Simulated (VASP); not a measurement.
```
CELL_PARAMETERS angstrom
      2.16839    -3.75576     0.00000
      2.16839     3.75576     0.00000
      0.00000     0.00000     7.56281
ATOMIC_POSITIONS crystal
  Cd 0.00000 0.00000 0.00000
  I  0.33333 0.66667 0.22758
  I  0.66667 0.33333 0.77242
```

Calculation: PBE GGA, VASP's PBE PAW potentials (set 64) (plane waves; VASP). Run with 520 eV cut-off, Gaussian smearing of 0.050 eV, potentials Cd I.

Without a dispersion term in the relaxation, distances and binding between the weakly bound layers, chains or molecules are unreliable, and so is what depends on them. Unless said otherwise, spin-orbit coupling is left out, though it shifts the bands of the heavy elements here.

Q: Predict the band gap (along the path) with the smallest direct gap where there is one.

A: 
```
Quantity                               Result
------------------------------------  -------
band gap (along the path)             2.42 eV
smallest direct gap (along the path)  2.50 eV
```

The compound is CdI2 in the 1T layered structure. It was relaxed first, which changed the volume by +15 %.
